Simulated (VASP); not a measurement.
Data:

```yaml
crystal:
  lattice:
    - [1.79000, -3.10037, 0.00000]
    - [1.79000, 3.10037, 0.00000]
    - [0.00000, 0.00000, 5.62000]
  atoms:
    - { symbol: Ho, position: [0.33333, 0.66667, 0.25000] }
    - { symbol: Ho, position: [0.66667, 0.33333, 0.75000] }
```

The numbers are results of PBE GGA, VASP's PBE PAW potentials (set 64) (plane waves; VASP), not measurements. Run with 150 eV cut-off, 11×11×6 Γ-centred mesh, first-order Methfessel-Paxton smearing of 0.10 eV, potentials Ho_3.

The 4f electrons are frozen in the core of the lanthanide potential, so 4f levels, which can set the real gap, and their magnetism are missing. At this cut-off the stress carries a Pulay error, which pulls relaxed volumes low.

**Question.** Give the stress tensor in GPa (positive for a compressed cell).

**Answer.** 
```
-0.05   0.00   0.00
 0.00  -0.05   0.00
 0.00   0.00  -1.12
```
The pressure is its mean diagonal, -0.41 GPa.

The compound is Ho in the hcp structure. The cell was not relaxed at this level. The run is one of a series of settings (ENCUT = 150 against the base run), some of them coarse on purpose.
